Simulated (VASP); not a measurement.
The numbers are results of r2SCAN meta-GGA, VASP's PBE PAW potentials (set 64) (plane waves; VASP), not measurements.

VASP input:

POSCAR:
```
Ta2N
3.0732810
  0.9999998946   0.0000000120   0.0000000000
 -0.4999997640   0.8660252193   0.0000000000
  0.0000000000   0.0000000000   1.5975461363
N Ta
1 2
Cartesian
  0.0000000000   0.0000000000   0.0000000000
 -0.0000003778   0.5773504389   0.4121229059
  0.5000005084   0.2886747925   1.1854232303
```

INCAR:
```
NELM = 100
LREAL = .FALSE.   ! projection in real space or not
LCHARG = .FALSE.
NSW = 1
LMIXTAU = .TRUE.
ALGO = Normal
IBRION = 6
LMAXMIX = 6   ! l cut-off of mixed one-centre charges
ISIF = 3   ! ions, shape and volume
ENCUT = 650   ! plane-wave cut-off (eV)
SYSTEM = Ta2N
LWAVE = .FALSE.
LASPH = .TRUE.   ! aspherical one-centre terms
ISMEAR = 1
SIGMA = 0.1   ! width (eV)
POTIM = 0.015   ! step
METAGGA = R2SCAN
PREC = Accurate
EDIFF = 1E-7   ! SCF stop (eV)
NFREE = 2
```

### KPOINTS
```
K-points
0
gamma
  10 10 6
```

POTCAR, in this order: N Ta_pv (PBE.64 set). Program: vasp_std.

The run wrote:

File OSZICAR:
```
       N       E                     dE             d eps       ncg     rms          rms(c)
DAV:   1     0.158383913835E+03    0.15838E+03   -0.18021E+04  2448   0.199E+03
DAV:   2    -0.109618356393E+03   -0.26800E+03   -0.26526E+03  2882   0.498E+02
DAV:   3    -0.119484362616E+03   -0.98660E+01   -0.96860E+01  3328   0.866E+01
DAV:   4    -0.119595859749E+03   -0.11150E+00   -0.10922E+00  3176   0.877E+00
DAV:   5    -0.119597380863E+03   -0.15211E-02   -0.15060E-02  3465   0.740E-01    0.282E+01
DAV:   6    -0.109648038159E+03    0.99493E+01   -0.18040E+01  3172   0.349E+01    0.125E+01
DAV:   7    -0.108558914736E+03    0.10891E+01   -0.23941E+00  2891   0.124E+01    0.531E+00
DAV:   8    -0.108879805128E+03   -0.32089E+00   -0.12195E+00  2697   0.900E+00    0.156E+00
DAV:   9    -0.109023626064E+03   -0.14382E+00   -0.15047E-01  2975   0.440E+00    0.545E-01
DAV:  10    -0.109018492415E+03    0.51336E-02   -0.55854E-02  2819   0.208E+00    0.185E-01
DAV:  11    -0.109026799785E+03   -0.83074E-02   -0.32686E-02  2689   0.177E+00    0.177E-01
DAV:  12    -0.109029818301E+03   -0.30185E-02   -0.78752E-03  2989   0.783E-01    0.678E-02
DAV:  13    -0.109032451082E+03   -0.26328E-02   -0.19164E-03  2871   0.366E-01    0.390E-02
DAV:  14    -0.109032447022E+03    0.40599E-05   -0.39270E-04  3261   0.155E-01    0.229E-02
DAV:  15    -0.109032481923E+03   -0.34900E-04   -0.10545E-04  2588   0.103E-01    0.844E-03
DAV:  16    -0.109032498791E+03   -0.16868E-04   -0.61921E-05  2878   0.767E-02    0.422E-03
DAV:  17    -0.109032510450E+03   -0.11659E-04   -0.60496E-06  2880   0.235E-02    0.187E-03
DAV:  18    -0.109032511115E+03   -0.66512E-06   -0.62750E-07  3309   0.630E-03    0.742E-04
DAV:  19    -0.109032511432E+03   -0.31724E-06   -0.19944E-07  2273   0.538E-03    0.201E-04
DAV:  20    -0.109032511463E+03   -0.30423E-07   -0.58590E-08  1450   0.248E-03
   1 F= -.10903251E+03 E0= -.10903298E+03  d E =0.140805E-02
 Found     4 degrees of freedom:
 Adding 6 more for cell shape distortion
```

**OUTCAR**
```
------------------------ aborting loop because EDIFF is reached ----------------------------------------
  FORCE on cell =-STRESS in cart. coord.  units (eV):
  Direction    XX          YY          ZZ          XY          YZ          ZX
  --------------------------------------------------------------------------------------
  Total        0.0121561      0.0121561      0.0148492      0.0000000      0.0000000      0.0000000
  in kB        0.4849696      0.4849695      0.5924108      0.0000001      0.0000000      0.0000000
  external PRESSURE =       0.5207833 kB  Pullay stress =       0.0000000 kB
  volume of cell :       40.16
      direct lattice vectors                 reciprocal lattice vectors
     3.073280676  0.000000037  0.000000000     0.325385182  0.187861174  0.000000000
    -1.536639775  2.661538852  0.000000000    -0.000000005  0.375722486  0.000000000
     0.000000000  0.000000000  4.909708187     0.000000000  0.000000000  0.203678093
 POSITION                                       TOTAL-FORCE (eV/Angst)
 -----------------------------------------------------------------------------------
      0.00000      0.00000      0.00000        -0.000000     -0.000000      0.000000
     -0.00000      1.77436      1.26657         0.000000      0.000000      0.002125
      1.53664      0.88718      3.64314        -0.000000     -0.000000     -0.002125
 -----------------------------------------------------------------------------------
    total drift:                               -0.000000      0.000000      0.000000
  FREE ENERGIE OF THE ION-ELECTRON SYSTEM (eV)
  ---------------------------------------------------
  free  energy   TOTEN  =      -109.0325114625 eV

  energy  without entropy=     -109.0339195110  energy(sigma->0) =     -109.03298081
```
(Selected blocks of OUTCAR.)

stdout:
```
...
DAV:   5    -0.119597380863E+03   -0.15211E-02   -0.15060E-02  3465   0.740E-01    0.282E+01
DAV:   6    -0.109648038159E+03    0.99493E+01   -0.18040E+01  3172   0.349E+01    0.125E+01
DAV:   7    -0.108558914736E+03    0.10891E+01   -0.23941E+00  2891   0.124E+01    0.531E+00
DAV:   8    -0.108879805128E+03   -0.32089E+00   -0.12195E+00  2697   0.900E+00    0.156E+00
DAV:   9    -0.109023626064E+03   -0.14382E+00   -0.15047E-01  2975   0.440E+00    0.545E-01
DAV:  10    -0.109018492415E+03    0.51336E-02   -0.55854E-02  2819   0.208E+00    0.185E-01
DAV:  11    -0.109026799785E+03   -0.83074E-02   -0.32686E-02  2689   0.177E+00    0.177E-01
DAV:  12    -0.109029818301E+03   -0.30185E-02   -0.78752E-03  2989   0.783E-01    0.678E-02
DAV:  13    -0.109032451082E+03   -0.26328E-02   -0.19164E-03  2871   0.366E-01    0.390E-02
DAV:  14    -0.109032447022E+03    0.40599E-05   -0.39270E-04  3261   0.155E-01    0.229E-02
DAV:  15    -0.109032481923E+03   -0.34900E-04   -0.10545E-04  2588   0.103E-01    0.844E-03
DAV:  16    -0.109032498791E+03   -0.16868E-04   -0.61921E-05  2878   0.767E-02    0.422E-03
DAV:  17    -0.109032510450E+03   -0.11659E-04   -0.60496E-06  2880   0.235E-02    0.187E-03
DAV:  18    -0.109032511115E+03   -0.66512E-06   -0.62750E-07  3309   0.630E-03    0.742E-04
DAV:  19    -0.109032511432E+03   -0.31724E-06   -0.19944E-07  2273   0.538E-03    0.201E-04
DAV:  20    -0.109032511463E+03   -0.30423E-07   -0.58590E-08  1450   0.248E-03
   1 F= -.10903251E+03 E0= -.10903298E+03  d E =0.140805E-02
 Found     4 degrees of freedom:
 Adding 6 more for cell shape distortion
 Finite differences POTIM= 0.01500 DOF=  10

 -----------------------------------------------------------------------------
|                                                                             |
|     EEEEEEE  RRRRRR   RRRRRR   OOOOOOO  RRRRRR      ###     ###     ###     |
|     E        R     R  R     R  O     O  R     R     ###     ###     ###     |
|     E        R     R  R     R  O     O  R     R     ###     ###     ###     |
|     EEEEE    RRRRRR   RRRRRR   O     O  RRRRRR       #       #       #      |
|     E        R   R    R   R    O     O  R   R                               |
|     E        R    R   R    R   O     O  R    R      ###     ###     ###     |
|     EEEEEEE  R     R  R     R  OOOOOOO  R     R     ###     ###     ###     |
|                                                                             |
|     RE_READ_KPOINTS: the new IBZ does not contain all k-points of the       |
|     original IBZ.                                                           |
|                                                                             |
|     ... try setting KBLOWUP=.FALSE.                                         |
|     ... as a last resort: switch off symmetry                               |
|                                                                             |
|       ---->  I REFUSE TO CONTINUE WITH THIS SICK JOB ... BYE!!! <----       |
|                                                                             |
 -----------------------------------------------------------------------------
```

VASP stops with an error: RE_READ_KPOINTS: the new IBZ does not contain all k-points of the original IBZ. ... try setting KBLOWUP=.FALSE. ... as a last resort: switch off symmetry ----> I REFUSE TO CONTINUE WITH THIS SICK JOB ... BYE!!! <----

The structure was generated: Ta2N was put into the CdI2 type (P-3m1), which need not be its known phase. It was relaxed first, which changed the volume by +19 %. The electron count is odd and the run is not spin-polarised, which forces a metal.
